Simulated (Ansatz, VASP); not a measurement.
# Cross-check of ReOs (Re-Os-Os-Re stack, (100) layers) between VASP and Ansatz, part 3 of 3

Aim: how closely do two programs agree when they are given the same cell, functional and k mesh? The cell is taken from a series of runs on this material, whose earlier steps may have relaxed, scaled, displaced or heated it; both programs get it as it stands.

VASP 6.6.1 and Ansatz 0.2.0.

So far: Set-up; Ansatz: zone-centre phonons, PBEsol; VASP: zone-centre phonons, PBEsol.

## 3. VASP: zone-centre phonons, PBEsol (continued)

Level of this step: PBEsol; plane waves and PAW (Re, Os) (VASP).

Numbers of over 12 decimals in the logs are rounded to 6 here.

Parts of OUTCAR (step 3):

```text
ion  position               nearest neighbor table
   1  0.000  0.000  0.156-   3 2.64   3 2.64   3 2.64   3 2.64
   2  0.500  0.500  0.318-   4 2.64   4 2.64   4 2.64   4 2.64
   3  0.500  0.500  0.209-   1 2.64   1 2.64   1 2.64   1 2.64   4 2.75   4 2.75   4 2.75   4 2.75

  LATTYP: Found a simple tetragonal cell.
 ALAT       =     2.6649285788
 C/A-ratio  =    13.2443614360

 Subroutine GETGRP returns: Found 16 space group operations
 (whereof  8 operations were pure point group operations)

The static configuration has the point symmetry C_4v.
 The point group associated with its full space group is D_4h.

 Found     15 irreducible k-points:

   k-points           NKPTS =     15   k-points in BZ     NKDIM =     15   number of bands    NBANDS=     21

   dimension x,y,z NGX =    24 NGY =   24 NGZ =  288
   dimension x,y,z NGXF=    48 NGYF=   48 NGZF=  576

   ENCUT  =  600.0 eV  44.10 Ry    6.64 a.u.   5.32  5.32 70.49*2*pi/ulx,y,z

   NELECT =      30.0000    total number of electrons

 k-points in reciprocal lattice and weights: Automatic mesh
   0.00000000  0.00000000  0.00000000       0.012
   0.11111111  0.00000000  0.00000000       0.049
   0.22222222  0.00000000  0.00000000       0.049
   0.33333333  0.00000000  0.00000000       0.049
   0.44444444  0.00000000  0.00000000       0.049
   0.11111111  0.11111111  0.00000000       0.049
   0.22222222  0.11111111  0.00000000       0.099
   0.33333333  0.11111111  0.00000000       0.099
   0.44444444  0.11111111  0.00000000       0.099
[...]
0.44444444  0.33333333  0.00000000       0.099
   0.44444444  0.44444444  0.00000000       0.049

 average (electrostatic) potential at core
       1 -48.9246       2 -48.9246       3 -54.1031       4 -54.1031

  Total        0.1475563      0.1475563     -0.0598841      0.0000000      0.0000000      0.0000000
  in kB        0.9431498      0.9431498     -0.3827668      0.0000000      0.0000000      0.0000000
  external PRESSURE =       0.5011776 kB  Pullay stress =       0.0000000 kB

  energy-cutoff  :      600.00
  volume of cell :      250.66
      direct lattice vectors                 reciprocal lattice vectors
     2.664928579  0.000000000  0.000000000     0.375244578  0.000000000  0.000000000
     0.000000000  2.664928579  0.000000000     0.000000000  0.375244578  0.000000000
     0.000000000  0.000000000 35.295277299     0.000000000  0.000000000  0.028332402

 POSITION                                       TOTAL-FORCE (eV/Angst)
 -----------------------------------------------------------------------------------
      0.00000      0.00000      5.51971        -0.000000     -0.000000      0.054528
      1.33246      1.33246     11.22793         0.000000      0.000000     -0.054528
      1.33246      1.33246      7.37030         0.000000      0.000000     -0.132015
      0.00000      0.00000      9.37734         0.000000     -0.000000      0.132015
 -----------------------------------------------------------------------------------
    total drift:                                0.000000      0.000000     -0.000010

 Eigenvectors and eigenvalues of the dynamical matrix
 ----------------------------------------------------

   1 f  =    5.772800 THz    36.271572 2PiTHz  192.559882 cm-1    23.874372 meV
             X         Y         Z           dx          dy          dz
      0.000000  0.000000  5.519709    -0.000000    0.000000   -0.502740
      1.332464  1.332464 11.227931    -0.000000    0.000000   -0.502740
      1.332464  1.332464  7.370303    -0.000000    0.000000    0.497245
      0.000000  0.000000  9.377337     0.000000   -0.000000    0.497245

   2 f  =    5.030726 THz    31.608987 2PiTHz  167.806972 cm-1    20.805404 meV
             X         Y         Z           dx          dy          dz
      0.000000  0.000000  5.519709    -0.000000    0.000000   -0.124432
      1.332464  1.332464 11.227931    -0.000000    0.000000    0.124432
      1.332464  1.332464  7.370303    -0.000000   -0.000000    0.696072
      0.000000  0.000000  9.377337     0.000000   -0.000000   -0.696072

   3 f  =    4.069034 THz    25.566492 2PiTHz  135.728350 cm-1    16.828163 meV
             X         Y         Z           dx          dy          dz
      0.000000  0.000000  5.519709     0.463111    0.195435   -0.000000
      1.332464  1.332464 11.227931     0.463111    0.195435   -0.000000
      1.332464  1.332464  7.370303    -0.458197   -0.193361   -0.000000
      0.000000  0.000000  9.377337    -0.458197   -0.193361   -0.000000

   4 f  =    4.069034 THz    25.566492 2PiTHz  135.728350 cm-1    16.828163 meV
             X         Y         Z           dx          dy          dz
      0.000000  0.000000  5.519709    -0.195435    0.463111    0.000000
      1.332464  1.332464 11.227931    -0.195435    0.463111   -0.000000
      1.332464  1.332464  7.370303     0.193361   -0.458197   -0.000000
      0.000000  0.000000  9.377337     0.193361   -0.458197   -0.000000

   5 f  =    3.837958 THz    24.114603 2PiTHz  128.020507 cm-1    15.872513 meV
             X         Y         Z           dx          dy          dz
      0.000000  0.000000  5.519709    -0.100667    0.421835   -0.000000
      1.332464  1.332464 11.227931     0.100667   -0.421835    0.000000
      1.332464  1.332464  7.370303     0.129640   -0.543245    0.000000
      0.000000  0.000000  9.377337    -0.129640    0.543245    0.000000

   6 f  =    3.837958 THz    24.114603 2PiTHz  128.020507 cm-1    15.872513 meV
             X         Y         Z           dx          dy          dz
      0.000000  0.000000  5.519709     0.421835    0.100667    0.000000
      1.332464  1.332464 11.227931    -0.421835   -0.100667   -0.000000
      1.332464  1.332464  7.370303    -0.543245   -0.129640    0.000000
      0.000000  0.000000  9.377337     0.543245    0.129640    0.000000

   7 f  =    3.238527 THz    20.348265 2PiTHz  108.025632 cm-1    13.393465 meV
             X         Y         Z           dx          dy          dz
      0.000000  0.000000  5.519709     0.000000   -0.000000   -0.696072
      1.332464  1.332464 11.227931    -0.000000    0.000000    0.696072
      1.332464  1.332464  7.370303    -0.000000    0.000000   -0.124432
      0.000000  0.000000  9.377337     0.000000   -0.000000    0.124432

   8 f  =    2.012486 THz    12.644820 2PiTHz   67.129293 cm-1     8.322968 meV
             X         Y         Z           dx          dy          dz
      0.000000  0.000000  5.519709     0.380592    0.408743    0.000000
      1.332464  1.332464 11.227931    -0.380592   -0.408743   -0.000000
      1.332464  1.332464  7.370303     0.295534    0.317394   -0.000000
      0.000000  0.000000  9.377337    -0.295534   -0.317394   -0.000000

   9 f  =    2.012486 THz    12.644820 2PiTHz   67.129293 cm-1     8.322968 meV
             X         Y         Z           dx          dy          dz
      0.000000  0.000000  5.519709    -0.408743    0.380592   -0.000000
      1.332464  1.332464 11.227931     0.408743   -0.380592    0.000000
      1.332464  1.332464  7.370303    -0.317394    0.295534   -0.000000
      0.000000  0.000000  9.377337     0.317394   -0.295534    0.000000

  10 f/i=    0.000119 THz     0.000748 2PiTHz    0.003970 cm-1     0.000492 meV
             X         Y         Z           dx          dy          dz
      0.000000  0.000000  5.519709    -0.481455    0.124636   -0.000000
      1.332464  1.332464 11.227931    -0.481455    0.124636   -0.000000
      1.332464  1.332464  7.370303    -0.486618    0.125973   -0.000000
      0.000000  0.000000  9.377337    -0.486618    0.125973   -0.000000

  11 f/i=    0.000119 THz     0.000748 2PiTHz    0.003970 cm-1     0.000492 meV
             X         Y         Z           dx          dy          dz
      0.000000  0.000000  5.519709    -0.124636   -0.481455   -0.000000
      1.332464  1.332464 11.227931    -0.124636   -0.481455   -0.000000
      1.332464  1.332464  7.370303    -0.125973   -0.486618   -0.000000
      0.000000  0.000000  9.377337    -0.125973   -0.486618   -0.000000

  12 f/i=    0.001105 THz     0.006941 2PiTHz    0.036847 cm-1     0.004568 meV
             X         Y         Z           dx          dy          dz
      0.000000  0.000000  5.519709     0.000000    0.000000   -0.497245
      1.332464  1.332464 11.227931     0.000000    0.000000   -0.497245
      1.332464  1.332464  7.370303     0.000000    0.000000   -0.502740
      0.000000  0.000000  9.377337     0.000000    0.000000   -0.502740

 ELASTIC MODULI CONTR FROM IONIC RELAXATION (kBar)
 Direction    XX          YY          ZZ          XY          YZ          ZX
 --------------------------------------------------------------------------------
 XX        -814.0206   -814.0206   -651.3243      0.0000      0.0000     -0.0000
 YY        -814.0206   -814.0206   -651.3243      0.0000      0.0000     -0.0000
 ZZ        -651.3243   -651.3243   -972.9241      0.0000      0.0000     -0.0000
 XY           0.0000      0.0000      0.0000      0.0000      0.0000      0.0000
 YZ           0.0000      0.0000      0.0000      0.0000   -406.0457      0.0000
 ZX          -0.0000     -0.0000     -0.0000      0.0000      0.0000   -407.5087
 --------------------------------------------------------------------------------
```

Energies printed during the response cycles are not total energies of the cell. The data set Re keeps the semicore shell frozen, which is cheaper and a little less accurate.

## 4. Side by side

Known differences besides the potentials themselves: Ansatz cuts the interaction across the vacuum, VASP repeats the sheet without a dipole correction; VASP's run holds the zone centre alone; the data sets hold 62 valence electrons in Ansatz (on its PAW soft_1 files) and 30 in VASP; the cutoff is 420 eV in Ansatz and 600 eV in VASP; Ansatz makes its cores anew for this functional, VASP keeps those of its PBE data sets. Total energies have different zeros and are not compared.

Both answers:

```tsv
quantity	Ansatz	VASP	difference
optical mode 1 to 2 (cm⁻¹)	67.4	67.1	+0.36 %
optical mode 3 (cm⁻¹)	106.8	108.0	-1.13 %
optical mode 4 to 5 (cm⁻¹)	129.3	128.0	+0.99 %
optical mode 6 to 7 (cm⁻¹)	136.4	135.7	+0.53 %
optical mode 8 (cm⁻¹)	166.5	167.8	-0.77 %
optical mode 9 (cm⁻¹)	191.1	192.6	-0.74 %
```

Modes are paired by rising frequency, not by their patterns, so a pair may set unlike modes beside each other; they are those without the splitting of longitudinal modes. Where the cell holds vacuum, a pressure given here is an average over it and none of the material.

## 5. Summary of results

| Item | Value |
| --- | --- |
| r.m.s. difference of the optical zone-centre modes, each program's sorted by frequency (zone-centre phonons, PBEsol) | 1.0 cm⁻¹ |
| difference in optical mode 3 (zone-centre phonons, PBEsol) | -1.1 % |

In words: The r.m.s. difference of the optical zone-centre modes, each program's sorted by frequency is 1.0 cm⁻¹ (zone-centre phonons, PBEsol). The data sets hold unlike numbers of valence electrons (62 in Ansatz and 30 in VASP), so part of the differences may come from the potentials. Among the rows given in per cent, the largest difference of the zone-centre phonons, PBEsol pair is in optical mode 3, -1.1 %. How closely two codes agree says nothing of how well the functional describes the real material.

[Lines on the potential files, build, host, timing and source positions are cut from VASP's logs without a mark.]

[Logs are printed without paths, hosts, clocks, repeated set-up lines and the standing remarks that a program may print on its own settings, such as how far it seeks lower states.]

[Hosts, paths, dates, database ids (printed as entryN), source tags and the programs' standing remarks are cut or masked in the printed files.]
